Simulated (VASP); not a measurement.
Data:

```xyz
2
Lattice="0.0000 3.2066 3.2066 3.2066 0.0000 3.2066 3.2066 3.2066 0.0000" Properties=species:S:1:pos:R:3 pbc="T T T"
As     1.6033     1.6033     1.6033
Tb     0.0000     0.0000     0.0000
```

Method: PBEsol GGA, VASP's PBE PAW potentials (set 64) (plane waves; VASP). Numerical set-up: 480 eV cut-off, 8×8×8 Γ-centred mesh, Gaussian smearing of 0.050 eV, potentials As Tb_3.

The 4f electrons are frozen in the core of the lanthanide potential, so 4f levels, which can set the real gap, and their magnetism are missing.

Task: Predict the energy per atom (σ→0), band gap (on the k-mesh) with the smallest direct gap where there is one.

Result: 
```
Quantity                                     Result
-----------------------------------  --------------
band gap (on the k-mesh)                    1.43 eV
smallest direct gap (on the k-mesh)         1.43 eV
energy per atom (σ→0)                -5.977 eV/atom
```

The absolute energy has meaning only against runs of the same code, potentials and settings.

The structure was generated: TbAs was put into the zincblende type (F-43m), which need not be its known phase. It was relaxed first.
